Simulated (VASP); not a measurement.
Consider the following.

```
CELL_PARAMETERS angstrom
      0.00000     2.29431     2.29431
      2.29431     0.00000     2.29431
      2.29431     2.29431     0.00000
ATOMIC_POSITIONS crystal
  Zr 0.00000 0.00000 0.00000
  C  0.50000 0.50000 0.50000
```

These are vdW-DF-cx, VASP's PBE PAW potentials (set 64) (plane waves; VASP) values and carry that method's errors. Run with 520 eV cut-off, 13×13×13 Γ-centred mesh, first-order Methfessel-Paxton smearing of 0.10 eV, potentials Zr_sv C.

Question: Give the stress tensor in GPa (positive for a compressed cell).

Answer: 
```
16.27   0.00   0.00
 0.00  16.27   0.00
 0.00   0.00  16.27
```
The pressure is its mean diagonal, 16.27 GPa.

The compound is ZrC in the rock salt structure. This cell is one point of a volume scan, at 0.94 of the reference volume.
